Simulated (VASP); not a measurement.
Crystal: GaSn.

```
Ga Sn
1.0
     0.00000    2.90288    3.09822
     2.72925    0.00000    3.09822
     2.72925    2.90288    0.00000
Ga Sn
1 1
Cartesian
  2.7293 2.9029 3.0982
  0.0000 0.0000 0.0000
```

The cell was built by a generator and needn't be a form met in nature.

| Property | Result |
| --- | --- |
| Program | VASP 6.6.1 |
| Task | relaxation of cell and atoms |
| Functional | SCAN |
| Dispersion | D3 |
| Potentials or basis | VASP PAW PBE potentials, release 64 (Ga_d, Sn_d) |
| Cutoff | 600 eV |
| k mesh | 8 × 8 × 8 |
| Occupations | fermi-dirac, width 0.05 eV |
| Spin | no spin polarisation |

At the start: pressure -1.6 GPa; volume 24.55 Å³/atom.

How do energy, volume and symmetry change on relaxing?

Over 8 steps the energy falls by 70.1 meV/atom and the volume is 23.21 Å³/atom (-5.5 %); space group Fm-3m (No. 225, to 0.05 Å).

The path:
```
step  energy change (eV)  largest force (eV/Å)  pressure (GPa)  volume (Å³)
   1              0.0000                0.0000           -1.58        49.09
   2             -0.1127                0.0000           -0.91        47.32
   3             -0.1403                0.0000            0.43        46.06
   4             -0.1403                0.0000            0.34        46.12
   5             -0.1402                0.0000            0.26        46.18
   6             -0.1400                0.0000           -0.11        46.48
   7             -0.1401                0.0000           -0.07        46.46
   8             -0.1402                0.0000           -0.02        46.42
```

Final structure:
```
Ga Sn
1.0
     0.00000    2.85273    2.85241
     2.85215    0.00000    2.85241
     2.85215    2.85273    0.00000
Ga Sn
1 1
Cartesian
  2.8521 2.8527 2.8524
  5.7043 2.8527 2.8524
```

Caveat: the PAW data sets were made with another functional, which shifts forces and pressure a little; pairwise dispersion overbinds metals, which lowers pressure and volume.
